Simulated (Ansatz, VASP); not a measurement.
Zr3MoC in VASP and in Ansatz

Contents of INCAR:

```
SYSTEM = Zr3MoC
PREC = Accurate
ENCUT = 900
EDIFF = 1E-7
ISMEAR = -1
SIGMA = 0.05
LREAL = .FALSE.
LASPH = .TRUE.
NELM = 60
ALGO = Normal
ISIF = 2
LWAVE = .FALSE.
LCHARG = .FALSE.
LMAXMIX = 4
GGA = PE
```

KPOINTS

```
Automatic mesh
0
G
  5 5 5
  0 0 0
```

The input POSCAR:

```
Zr3MoC
1.0
    4.9425100000      0.0000000000      0.0000000000
    0.0000000000      4.9425100000      0.0000000000
    0.0000000000      0.0000000000      4.9425100000
Zr Mo C
3 1 1
Direct
    0.5000000000      0.0000000000      0.0000000000
    0.0000000000      0.5000000000      0.0000000000
    0.0000000000      0.0000000000      0.5000000000
    0.0000000000      0.0000000000      0.0000000000
    0.5000000000      0.5000000000      0.5000000000
```

KPOINTS_OPT

```
path GXMGRX,MR
20
line-mode
reciprocal
 0.0000000000  0.0000000000  0.0000000000  G
 0.0000000000  0.5000000000  0.0000000000  X

 0.0000000000  0.5000000000  0.0000000000  X
 0.5000000000  0.5000000000  0.0000000000  M

 0.5000000000  0.5000000000  0.0000000000  M
 0.0000000000  0.0000000000  0.0000000000  G

 0.0000000000  0.0000000000  0.0000000000  G
 0.5000000000  0.5000000000  0.5000000000  R

 0.5000000000  0.5000000000  0.5000000000  R
 0.0000000000  0.5000000000  0.0000000000  X

 0.5000000000  0.5000000000  0.0000000000  M
 0.5000000000  0.5000000000  0.5000000000  R
```

Contents of input.yaml:

```yaml
crystal:
  lattice:
    - [4.94251, 0.0, 0.0]
    - [0.0, 4.94251, 0.0]
    - [0.0, 0.0, 4.94251]
  atoms:
    - { symbol: Zr, position: [0.5, 0.0, 0.0] }
    - { symbol: Zr, position: [0.0, 0.5, 0.0] }
    - { symbol: Zr, position: [0.0, 0.0, 0.5] }
    - { symbol: Mo, position: [0.0, 0.0, 0.0] }
    - { symbol: C, position: [0.5, 0.5, 0.5] }
hamiltonian:
  xc: pbe
  pseudopotentials: { kind: paw }
kpoints:
  mp_grid: { grid: [5, 5, 5] }
  band_path:
    path:
      - [[0.0, 0.0, 0.0], [0.0, 0.5, 0.0], [0.5, 0.5, 0.0], [0.0, 0.0, 0.0], [0.5, 0.5, 0.5], [0.0, 0.5, 0.0]]
      - [[0.5, 0.5, 0.0], [0.5, 0.5, 0.5]]
    npoints: 14
scf:
  occupations: { method: fermi_dirac, width: 0.05 }
  n_extra_bands: 12
output:
  forces: true
  stress: true
  eigenvalues: true
  fatbands: false
```

The cell was built by a generator and needn't be a form met in nature.

Alike in both runs: task band structure; functional PBE; k mesh 5 × 5 × 5; occupations fermi-dirac, width 0.05 eV; no spin polarisation.

```csv
,VASP,Ansatz
version,VASP 6.6.1,Ansatz 0.2.0
potentials or method,"VASP PAW PBE potentials, release 64 (Zr_sv, Mo_pv, C)",Ansatz PAW
plane-wave cutoff (eV),900,420
valence electrons in the cell,52,54
```

|  | VASP | Ansatz | Ansatz less VASP |
| --- | --- | --- | --- |
| gap on the k mesh at the Fermi level (eV) | none | none | - |
| pressure (GPa) | 1.0 | 0.8 | -0.25 |

A gap of «none» marks a metal or a gap that the smearing closes. The two sets of potentials don't hold the same shells in valence.
